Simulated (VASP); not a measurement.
Consider the following.

```xyz
2
Lattice="0.0000 2.7132 2.7132 2.7132 0.0000 2.7132 2.7132 2.7132 0.0000" Properties=species:S:1:pos:R:3 pbc="T T T"
Cu     2.7132     5.4264     2.7132
Cl     1.3566     1.3566     1.3566
```

Computed with PBE GGA, VASP's PBE PAW potentials (set 64) (plane waves; VASP). Numerical set-up: 520 eV cut-off, 8×8×8 Γ-centred mesh, Gaussian smearing of 0.050 eV, potentials Cu Cl.

Task: Estimate the energy per atom (σ→0), band gap (on the k-mesh) with the smallest direct gap where there is one.

Result: 
| Item | Result |
|---|---|
| band gap (on the k-mesh) | 0.53 eV |
| smallest direct gap (on the k-mesh) | 0.53 eV |
| energy per atom (σ→0) | -3.171 eV/atom |

The compound is CuCl in the zinc blende structure. It was relaxed first.
